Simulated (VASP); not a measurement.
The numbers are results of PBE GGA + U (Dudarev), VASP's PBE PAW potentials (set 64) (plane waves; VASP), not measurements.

VASP input:

**KPOINTS**
```
k-points along high-symmetry lines
15
Line-mode
Reciprocal
  0.000000   0.000000   0.000000 ! GAMMA
  0.000000   0.500000   0.000000 ! X

  0.000000   0.500000   0.000000 ! X
  0.500000   0.500000   0.000000 ! M

  0.500000   0.500000   0.000000 ! M
  0.000000   0.000000   0.000000 ! GAMMA

  0.000000   0.000000   0.000000 ! GAMMA
  0.500000   0.500000   0.500000 ! R

  0.500000   0.500000   0.500000 ! R
  0.000000   0.500000   0.000000 ! X

  0.500000   0.500000   0.500000 ! R
  0.500000   0.500000   0.000000 ! M
```

### INCAR
```
# general
SYSTEM     =  SrVO3
PREC       =  Accurate
ENCUT      =  520   # plane-wave cut-off (eV)
LREAL      =  .False.   # projection in real space or not
LASPH      =  .True.   # aspherical one-centre terms
ICHARG     =  11   # fixed density

# electronic loop
EDIFF      =  1E-7   # SCF stop (eV)
NELM       =  100
ALGO       =  Normal
LMAXMIX    =  4   # l cut-off of mixed one-centre charges

# smearing
ISMEAR     =  0   # Gaussian
SIGMA      =  0.05   # width (eV)

# functional
GGA        =  PE   # PBE

# DFT+U
LDAU       =  .True.
LDAUTYPE   =  2
LDAUL      =  -1 2 -1
LDAUU      =  0 3.25 0
LDAUJ      =  0 0 0
LDAUPRINT  =  1

# output
LWAVE      =  .False.
LCHARG     =  .False.
LORBIT     =  11
```

**POSCAR**
```
SrVO3
1.0
  3.8821344164   0.0000000000   0.0000000000
  0.0000000000   3.8821344164   0.0000000000
  0.0000000000   0.0000000000   3.8821344164
Sr V O
1 1 3
Cartesian
  0.0000000000   0.0000000000   0.0000000000
  1.9410672082   1.9410672082   1.9410672082
  1.9410672082   0.0000000000   1.9410672082
  0.0000000000   1.9410672082   1.9410672082
  1.9410672082   1.9410672082   0.0000000000
```

POTCAR, in this order: Sr_sv V_sv O (PBE.64 set). Program: vasp_std. Read from the step before: CHGCAR.

Output

### OSZICAR
```
       N       E                     dE             d eps       ncg     rms          rms(c)
DAV:   1     0.413736229159E+03    0.41374E+03   -0.24657E+04  4352   0.179E+03
DAV:   2    -0.574079388703E+01   -0.41948E+03   -0.41507E+03  5104   0.478E+02
DAV:   3    -0.341492815016E+02   -0.28408E+02   -0.27473E+02  5336   0.118E+02
DAV:   4    -0.350045824690E+02   -0.85530E+00   -0.85514E+00  6472   0.190E+01
DAV:   5    -0.350201829709E+02   -0.15601E-01   -0.15600E-01  5504   0.201E+00
DAV:   6    -0.350206079043E+02   -0.42493E-03   -0.42493E-03  5936   0.243E-01
DAV:   7    -0.350206130457E+02   -0.51414E-05   -0.51418E-05  5680   0.270E-02
DAV:   8    -0.350206131159E+02   -0.70207E-07   -0.70035E-07  4768   0.330E-03
   1 F= -.35020613E+02 E0= -.35019582E+02  d E =-.206196E-02
```

### OUTCAR
```
 val. band max:        5.5369204558   @ k =   0.0714   0.0714   0.0714

 cond. band min:       5.5569433170   @ k =   0.0000   0.1071   0.0000



 k-point     1 :       0.0000    0.0000    0.0000
  band No.  band energies     occupation
      1     -60.4322      2.00000
      2     -34.2286      2.00000
      3     -34.2286      2.00000
      4     -34.2286      2.00000
      5     -28.5534      2.00000
      6     -13.5691      2.00000
      7     -12.3667      2.00000
      8     -12.3667      2.00000
      9     -10.5508      2.00000
     10     -10.5508      2.00000
     11     -10.5508      2.00000
     12       0.8923      2.00000
     13       0.8923      2.00000
     14       0.8923      2.00000
     15       2.8998      2.00000
     16       2.8998      2.00000
     17       2.8998      2.00000
     18       3.6509      2.00000
     19       3.6509      2.00000
     20       3.6509      2.00000
     21       5.2834      2.00000
     22       5.2834      2.00000
     23       5.2834      2.00000
     24       7.3374      0.00000

 k-point     2 :       0.0000    0.0357    0.0000
  band No.  band energies     occupation
      1     -60.4322      2.00000
      2     -34.2289      2.00000
      3     -34.2286      2.00000
      4     -34.2286      2.00000
      5     -28.5531      2.00000
      6     -13.5687      2.00000
      7     -12.3704      2.00000
      8     -12.3662      2.00000
      9     -10.5501      2.00000
     10     -10.5501      2.00000
     11     -10.5414      2.00000
     12       0.8752      2.00000
     13       0.8920      2.00000
     14       0.8920      2.00000
     15       2.8799      2.00000
     16       2.8799      2.00000
     17       2.8876      2.00000
     18       3.6063      2.00000
     19       3.6379      2.00000
     20       3.6379      2.00000
     21       5.2848      2.00000
     22       5.3177      2.00000
     23       5.3177      2.00000
     24       7.3376      0.00000

...
```

The density is held fixed in this step, so its total energy and stress have no physical meaning.

The compound is SrVO3 in the cubic perovskite structure. It was relaxed first. The run is not spin-polarised, so no magnetic state was tried. The electron count is odd and the run is not spin-polarised, which forces a metal. A gapless solution with U can be a metastable orbital state.
